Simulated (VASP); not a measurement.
OSZICAR of a VASP run on Rb (bcc):

OSZICAR:
```
       N       E                     dE             d eps       ncg     rms          rms(c)
DAV:   1     0.414706396943E+02    0.41471E+02   -0.30404E+03   424   0.674E+02
DAV:   2     0.136681320880E+01   -0.40104E+02   -0.39233E+02   456   0.129E+02
DAV:   3    -0.883727989372E+00   -0.22505E+01   -0.22506E+01   536   0.349E+01
DAV:   4    -0.940053497237E+00   -0.56326E-01   -0.56316E-01   704   0.503E+00
DAV:   5    -0.940244060970E+00   -0.19056E-03   -0.19056E-03   640   0.257E-01    0.114E+00
DAV:   6    -0.940738333288E+00   -0.49427E-03   -0.17787E-03   696   0.287E-01    0.685E-01
DAV:   7    -0.941552400063E+00   -0.81407E-03   -0.33009E-03   536   0.385E-01    0.449E-02
DAV:   8    -0.941661767208E+00   -0.10937E-03   -0.12493E-04   600   0.106E-01    0.150E-02
DAV:   9    -0.941669594178E+00   -0.78270E-05   -0.61707E-06   664   0.220E-02    0.449E-03
DAV:  10    -0.941669245872E+00    0.34831E-06   -0.25589E-06   584   0.103E-02
   1 F= -.94166925E+00 E0= -.94147168E+00  d E =-.592685E-03
```

Problem. Which electronic solver shows in the log?

Solution. It is blocked Davidson (ALGO = Normal, or the opening steps of other solvers). The INCAR had ALGO = Normal.

Problem. Can the final energy be trusted as converged?

Solution. The run converged. It stopped with EDIFF = 1E-6, NELM = 100 (PBE GGA, plane waves, VASP's PBE PAW potentials (set 64)).

The compound is Rb in the bcc structure. The cell was not relaxed at this level. The run is one of a series of settings (KPOINTS 8×8×8 Monkhorst-Pack mesh against the base run), some of them coarse on purpose.
